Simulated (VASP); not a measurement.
Consider the following.

```
MgB2
1.0
    1.49268    -2.58540     0.00000
    1.49268     2.58540     0.00000
    0.00000     0.00000     3.33346
Mg B
1 2
Direct
  0.00000   0.00000   0.00000
  0.33333   0.66667   0.50000
  0.66667   0.33333   0.50000
```

The numbers are results of PBE GGA, VASP's PBE PAW potentials (set 64) (plane waves; VASP 6.6.1), not measurements. Settings: 620 eV cut-off, 12×12×9 Γ-centred mesh, first-order Methfessel-Paxton smearing of 0.10 eV, potentials Mg B.

Q: Estimate the energy per atom (σ→0), pressure, band gap (on the k-mesh) with the smallest direct gap where there is one.

A: 
The band gap (on the k-mesh) is none (metal, semimetal or under 0.01 eV) and the energy per atom (σ→0) comes out as -487.4 kJ/mol of atoms. The pressure comes out as 19.98 GPa.

The compound is MgB2 in the AlB2 type structure. It was relaxed first under an external pressure of 20 GPa.
